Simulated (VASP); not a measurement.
Here is the system:

```yaml
crystal:
  lattice:
    - [3.17202, 0.00000, 0.00000]
    - [-1.58601, 2.74705, 0.00000]
    - [0.00000, 0.00000, 5.14120]
  atoms:
    - { symbol: Mg, position: [0.34013, 0.67137, 0.24861] }
    - { symbol: Mg, position: [0.65987, 0.32863, 0.75139] }
```

All values below come from PBEsol GGA, VASP's PBE PAW potentials (set 64) (plane waves; VASP). Settings: 300 eV cut-off, 8×8×5 Γ-centred mesh, first-order Methfessel-Paxton smearing of 0.10 eV, potentials Mg.

Task: Give the force on each atom (eV/Å).

Result: 
| atom | Fx | Fy | Fz |
|---|---|---|---|
| Mg1 | -0.020 | -0.019 | 0.042 |
| Mg2 | 0.020 | 0.019 | -0.042 |

Task: Give the stress tensor in GPa (positive for a compressed cell).

Result: 
```
-0.04  -0.09  -0.01
-0.09   0.13  -0.01
-0.01  -0.01   0.48
```
The pressure is its mean diagonal, 0.19 GPa.

The structure comes from a computed database's Mg entry; how it stands against other phases isn't given here. The cell was not relaxed at this level, atoms are displaced from their ideal sites.
